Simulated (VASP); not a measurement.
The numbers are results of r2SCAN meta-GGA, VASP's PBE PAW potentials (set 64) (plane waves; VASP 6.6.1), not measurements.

A VASP calculation is set up with these files.

**INCAR**
```
# general
SYSTEM   =  Ag
PREC     =  Accurate
ENCUT    =  400
LREAL    =  .FALSE.
LASPH    =  .TRUE.

# electronic loop
EDIFF    =  1E-6
NELM     =  100
ALGO     =  Normal
LMAXMIX  =  4
LMIXTAU  =  .TRUE.

# smearing
ISMEAR   =  1
SIGMA    =  0.1

# functional
METAGGA  =  R2SCAN

# ions
IBRION   =  2
NSW      =  60
ISIF     =  3
EDIFFG   =  -0.01

# output
LWAVE    =  .FALSE.
LCHARG   =  .FALSE.
```

POSCAR:
```
Ag
1
    2.9223000000     0.0000000000     0.0000000000
   -1.4611500000     2.5307860000     0.0000000000
    0.0000000000     0.0000000000     4.7016600000
Ag
2
Direct
  0.3333330000   0.6666670000   0.2500000000
  0.6666670000   0.3333330000   0.7500000000
```

**KPOINTS**
```
kpoints
0
G
 13 13 7
```

POTCAR, in this order: Ag (PBE.64 set). Program: vasp_std.

Output of the run:

### OSZICAR
```
       N       E                     dE             d eps       ncg     rms          rms(c)
DAV:   1     0.625430087262E+02    0.62543E+02   -0.10656E+04  2520   0.122E+03
DAV:   2    -0.484504119415E+02   -0.11099E+03   -0.10681E+03  2632   0.269E+02
DAV:   3    -0.496482815111E+02   -0.11979E+01   -0.11963E+01  3108   0.340E+01
DAV:   4    -0.496522012981E+02   -0.39198E-02   -0.39197E-02  2975   0.175E+00
DAV:   5    -0.496522525747E+02   -0.51277E-04   -0.51277E-04  3143   0.211E-01    0.819E+00
DAV:   6    -0.433637868557E+02    0.62885E+01   -0.84217E+00  2576   0.358E+01    0.683E+00
DAV:   7    -0.426998042048E+02    0.66398E+00   -0.22299E-01  2709   0.559E+00    0.357E+00
DAV:   8    -0.426822607342E+02    0.17543E-01   -0.36497E-01  2576   0.664E+00    0.136E+00
DAV:   9    -0.426358316635E+02    0.46429E-01   -0.55413E-02  2800   0.297E+00    0.708E-01
DAV:  10    -0.425445678449E+02    0.91264E-01   -0.27342E-02  2800   0.169E+00    0.564E-01
DAV:  11    -0.426713290256E+02   -0.12676E+00   -0.41521E-02  2618   0.244E+00    0.272E-01
DAV:  12    -0.427052316954E+02   -0.33903E-01   -0.17845E-02  2786   0.124E+00    0.323E-01
DAV:  13    -0.427064006779E+02   -0.11690E-02   -0.12166E-03  3213   0.304E-01    0.276E-01
DAV:  14    -0.427060315548E+02    0.36912E-03   -0.10242E-04  2793   0.111E-01    0.270E-01
DAV:  15    -0.427057137827E+02    0.31777E-03   -0.81806E-04  2891   0.318E-01    0.122E-01
DAV:  16    -0.427056009253E+02    0.11286E-03   -0.84585E-04  2989   0.324E-01    0.235E-02
DAV:  17    -0.427056103245E+02   -0.93992E-05   -0.99420E-06  2814   0.299E-02    0.195E-02
DAV:  18    -0.427056079509E+02    0.23735E-05   -0.77830E-07  1981   0.102E-02    0.544E-03
DAV:  19    -0.427056026762E+02    0.52748E-05   -0.70917E-07  1428   0.951E-03    0.208E-03
DAV:  20    -0.427056060752E+02   -0.33991E-05   -0.82444E-08  1309   0.320E-03    0.172E-03
DAV:  21    -0.427056025015E+02    0.35737E-05   -0.11744E-07  1323   0.355E-03    0.117E-03
DAV:  22    -0.427056041551E+02   -0.16535E-05   -0.36114E-08  1309   0.201E-03    0.472E-04
DAV:  23    -0.427056032178E+02    0.93727E-06   -0.13108E-09  1323   0.444E-04
   1 F= -.42705603E+02 E0= -.42705568E+02  d E =-.427056E+02
       N       E                     dE             d eps       ncg     rms          rms(c)
DAV:   1    -0.427755357817E+02   -0.69932E-01   -0.21811E+00  2688   0.141E+01    0.152E+00
DAV:   2    -0.427162989985E+02    0.59237E-01   -0.11690E-01  2716   0.399E+00    0.633E-01
DAV:   3    -0.427149834534E+02    0.13155E-02   -0.64846E-03  2765   0.838E-01    0.346E-01
DAV:   4    -0.427111883124E+02    0.37951E-02   -0.51396E-03  2632   0.767E-01    0.115E-01
DAV:   5    -0.427125698077E+02   -0.13815E-02   -0.32425E-03  2653   0.616E-01    0.727E-02
DAV:   6    -0.427119368020E+02    0.63301E-03   -0.25294E-03  2716   0.505E-01    0.225E-02
DAV:   7    -0.427129183891E+02   -0.98159E-03   -0.65038E-04  2716   0.246E-01    0.499E-03
DAV:   8    -0.427128622280E+02    0.56161E-04   -0.57865E-06  2779   0.264E-02    0.218E-03
DAV:   9    -0.427129212988E+02   -0.59071E-04   -0.34102E-06  2658   0.209E-02    0.922E-04
DAV:  10    -0.427129121763E+02    0.91225E-05   -0.51945E-08  1323   0.264E-03    0.391E-04
DAV:  11    -0.427129158419E+02   -0.36656E-05   -0.19546E-08  1302   0.141E-03    0.177E-04
DAV:  12    -0.427129101107E+02    0.57312E-05   -0.90565E-09  1281   0.119E-03    0.828E-05
DAV:  13    -0.427129110900E+02   -0.97927E-06   -0.57868E-10  1260   0.225E-04
   2 F= -.42712911E+02 E0= -.42712716E+02  d E =-.730787E-02
       N       E                     dE             d eps       ncg     rms          rms(c)
DAV:   1    -0.427176222487E+02   -0.47121E-02   -0.14751E-01  2695   0.369E+00    0.399E-01
DAV:   2    -0.427134759194E+02    0.41463E-02   -0.78826E-03  2709   0.105E+00    0.167E-01
DAV:   3    -0.427135020492E+02   -0.26130E-04   -0.45579E-04  2709   0.222E-01    0.929E-02
DAV:   4    -0.427131201233E+02    0.38193E-03   -0.35678E-04  2625   0.203E-01    0.303E-02
DAV:   5    -0.427133762637E+02   -0.25614E-03   -0.22207E-04  2646   0.162E-01    0.191E-02
DAV:   6    -0.427131837010E+02    0.19256E-03   -0.16542E-04  2730   0.129E-01    0.583E-03
DAV:   7    -0.427133257294E+02   -0.14203E-03   -0.42031E-05  2695   0.631E-02    0.118E-03
DAV:   8    -0.427133104210E+02    0.15308E-04   -0.38719E-07  1736   0.698E-03    0.696E-04
DAV:   9    -0.427133242319E+02   -0.13811E-04   -0.21614E-07  1295   0.504E-03    0.279E-04
DAV:  10    -0.427133246879E+02   -0.45601E-06   -0.18743E-08  1267   0.154E-03
   3 F= -.42713325E+02 E0= -.42713085E+02  d E =-.772147E-02
       N       E                     dE             d eps       ncg     rms          rms(c)
DAV:   1    -0.427482576346E+02   -0.34933E-01   -0.70492E-01  2639   0.913E+00    0.120E+00
DAV:   2    -0.427146581163E+02    0.33600E-01   -0.88275E-02  2681   0.352E+00    0.410E-01
DAV:   3    -0.427142266961E+02    0.43142E-03   -0.19089E-03  2723   0.468E-01    0.281E-01
DAV:   4    -0.427128493150E+02    0.13774E-02   -0.26723E-03  2828   0.576E-01    0.672E-02
DAV:   5    -0.427135553736E+02   -0.70606E-03   -0.20301E-03  2604   0.513E-01    0.360E-02
DAV:   6    -0.427139102511E+02   -0.35488E-03   -0.58579E-04  2611   0.252E-01    0.137E-02
DAV:   7    -0.427139037993E+02    0.64518E-05   -0.12841E-04  2604   0.119E-01    0.222E-03
DAV:   8    -0.427139389702E+02   -0.35171E-04   -0.69524E-06  2688   0.301E-02    0.117E-03
DAV:   9    -0.427139223287E+02    0.16641E-04   -0.12316E-06  2079   0.138E-02    0.485E-04
DAV:  10    -0.427139254457E+02   -0.31170E-05   -0.56593E-08  1330   0.265E-03    0.276E-04
DAV:  11    -0.427139226175E+02    0.28283E-05   -0.11390E-08  1274   0.134E-03    0.723E-05
DAV:  12    -0.427139235466E+02   -0.92917E-06   -0.12832E-09  1281   0.389E-04
   4 F= -.42713924E+02 E0= -.42713702E+02  d E =-.598859E-03
       N       E                     dE             d eps       ncg     rms          rms(c)
DAV:   1    -0.427176392677E+02   -0.37167E-02   -0.72218E-02  2632   0.291E+00    0.384E-01
DAV:   2    -0.427141056059E+02    0.35337E-02   -0.92968E-03  2667   0.114E+00    0.127E-01
DAV:   3    -0.427141516660E+02   -0.46060E-04   -0.17581E-04  2723   0.142E-01    0.864E-02
DAV:   4    -0.427138994421E+02    0.25222E-03   -0.26564E-04  2835   0.183E-01    0.222E-02
DAV:   5    -0.427141127581E+02   -0.21332E-03   -0.19362E-04  2604   0.159E-01    0.115E-02
DAV:   6    -0.427140488968E+02    0.63861E-04   -0.60476E-05  2611   0.819E-02    0.466E-03
DAV:   7    -0.427141020377E+02   -0.53141E-04   -0.15024E-05  2618   0.409E-02    0.102E-03
DAV:   8    -0.427140918796E+02    0.10158E-04   -0.58198E-07  1554   0.878E-03    0.332E-04
DAV:   9    -0.427140985343E+02   -0.66546E-05   -0.14584E-07  1267   0.428E-03    0.209E-04
DAV:  10    -0.427140975987E+02    0.93554E-06   -0.48883E-09  1260   0.797E-04
   5 F= -.42714098E+02 E0= -.42713862E+02  d E =-.772911E-03
```

OUTCAR:
```
------------------------ aborting loop because EDIFF is reached ----------------------------------------
  FORCE on cell =-STRESS in cart. coord.  units (eV):
  Direction    XX          YY          ZZ          XY          YZ          ZX
  --------------------------------------------------------------------------------------
  Total       -0.0091024     -0.0091024      0.0019715      0.0000000      0.0000000      0.0000000
  in kB       -0.4221486     -0.4221486      0.0914332      0.0000000      0.0000000      0.0000000
  external PRESSURE =      -0.2509547 kB  Pullay stress =       0.0000000 kB
  volume of cell :       34.55
      direct lattice vectors                 reciprocal lattice vectors
     2.888788570  0.000000000 -0.000000000     0.346165867  0.199858959  0.000000000
    -1.444394285  2.501764252  0.000000000    -0.000000000  0.399717919  0.000000000
     0.000000000  0.000000000  4.780118860     0.000000000 -0.000000000  0.209199819
 POSITION                                       TOTAL-FORCE (eV/Angst)
 -----------------------------------------------------------------------------------
     -0.00000      1.66784      1.19503         0.000000      0.000000      0.000000
      1.44440      0.83392      3.58509        -0.000000     -0.000000     -0.000000
 -----------------------------------------------------------------------------------
    total drift:                               -0.000157      0.000091     -0.000013
  FREE ENERGIE OF THE ION-ELECTRON SYSTEM (eV)
  ---------------------------------------------------
  free  energy   TOTEN  =       -42.7140975987 eV

  energy  without entropy=      -42.7133898720  energy(sigma->0) =      -42.71386169

 reached required accuracy - stopping structural energy minimisation
```
(Selected blocks of OUTCAR.)

File CONTCAR:
```
Ag
   1.00000000000000
     2.8887885703411258    0.0000000000000000   -0.0000000000000000
    -1.4443942851705629    2.5017642518913923    0.0000000000000000
     0.0000000000000000    0.0000000000000000    4.7801188604122977
  Ag
     2
Direct
     0.3333330000000032    0.6666669999999968    0.2500000000000000
     0.6666669999999968    0.3333330000000032    0.7500000000000000
```

The structure comes from a computed database's Ag entry (P6_3/mmc); how it stands against other phases isn't given here. This run relaxes it. Symmetry was kept, so distortions that lower it aren't found.
